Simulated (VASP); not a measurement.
All values below come from PBEsol GGA, VASP's PBE PAW potentials (set 64) (plane waves; VASP).

VASP ran on this input.

**POSCAR**
```
Hg3MgTe4
1
    0.0037253405     6.5003668726     6.4941774068
    6.5003668726     0.0037253405     6.4941774068
    3.2520461066     3.2520461066     0.0000000000
Mg Te Hg
1 4 3
Direct
  0.0008331393   0.0008331393   0.9983337214
  0.1227172498   0.1227172498   0.2545655004
  0.1242178255   0.6275463171   0.2482358575
  0.6275463171   0.1242178255   0.2482358575
  0.6249943453   0.6249943453   0.2500113094
  0.0004141612   0.4995651382   0.0000207005
  0.4995651382   0.0004141612   0.0000207005
  0.4997118236   0.4997118236   0.0005763528
```

**INCAR**
```
ALGO  =  Normal
EDIFF  =  1E-7
ENCUT  =  400
GGA  =  PS
ISIF  =  2
ISMEAR  =  -5
LASPH  =  .True.
LCHARG  =  .True.
LEFG  =  .True.
LMAXMIX  =  6
LORBIT  =  11
LREAL  =  .False.
LWAVE  =  .False.
NEDOS  =  601
NELM  =  100
PREC  =  Accurate
SYSTEM  =  Hg3MgTe4
```

File KPOINTS:
```
Automatic mesh
0
G
5 5 9
```

POTCAR, in this order: Mg Te Hg (PBE.64 set). Program: vasp_std.

Unless said otherwise, spin-orbit coupling is left out, though it shifts the bands of the heavy elements here.

Estimate the energy per atom (σ→0), band gap (on the k-mesh).

```yaml
energy per atom (σ→0): -2.493 eV/atom
band gap (on the k-mesh): 0.03 eV
```

OSZICAR:
```
...
DAV:  10    -0.199476184156E+02    0.35843E-03   -0.26369E-03  5690   0.327E-01    0.739E-02
DAV:  11    -0.199476353673E+02   -0.16952E-04   -0.60062E-04  5676   0.139E-01    0.589E-02
DAV:  12    -0.199476317780E+02    0.35893E-05   -0.10380E-04  5746   0.681E-02    0.223E-02
DAV:  13    -0.199476431253E+02   -0.11347E-04   -0.33332E-05  5461   0.478E-02    0.151E-02
DAV:  14    -0.199476440121E+02   -0.88677E-06   -0.52944E-06  5623   0.190E-02    0.577E-03
DAV:  15    -0.199476441038E+02   -0.91680E-07   -0.11684E-06  6155   0.574E-03    0.176E-03
DAV:  16    -0.199476440374E+02    0.66389E-07   -0.20923E-07  4170   0.302E-03
   1 F= -.19947644E+02 E0= -.19947644E+02  d E =0.000000E+00
```

The structure was generated: Hg3MgTe4 was put into an ordered model structure (Amm2), which need not be its known phase. It was relaxed first.
